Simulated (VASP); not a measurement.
Be (hcp) relaxed at rising pressure, in one space group throughout; other phases were not tried. The pressures are those reached. These are PBE GGA, VASP's PBE PAW potentials (set 64) (plane waves; VASP) values and carry that method's errors.

| P (GPa) | V (Å³/atom) | k-mesh |
|---|---|---|
| -0.07 | 7.917 | 18×18×10 |
| 4.99 | 7.617 | 19×19×10 |
| 9.98 | 7.364 | 19×19×11 |
| 19.81 | 6.950 | 19×19×11 |
| 29.80 | 6.611 | 19×19×11 |

A change of mesh leaves a small step in the series.

Problem. Fit an equation of state and predict the volume at 45.17 GPa.

Solution. Least squares on the third-order Birch-Murnaghan form, P = (3B0/2)(y⁷ − y⁵)[1 + (3/4)(B′ − 4)(y² − 1)] with y = (V0/V)^(1/3), gives V0 = 7.912 Å³/atom, B0 = 123 GPa and B′ = 3.4, and so 6.193 Å³/atom. The run gave 6.199 Å³/atom, +0.1 % from the fit.

Pressures at which the relaxation failed are left out.

The compound is Be in the hcp structure.
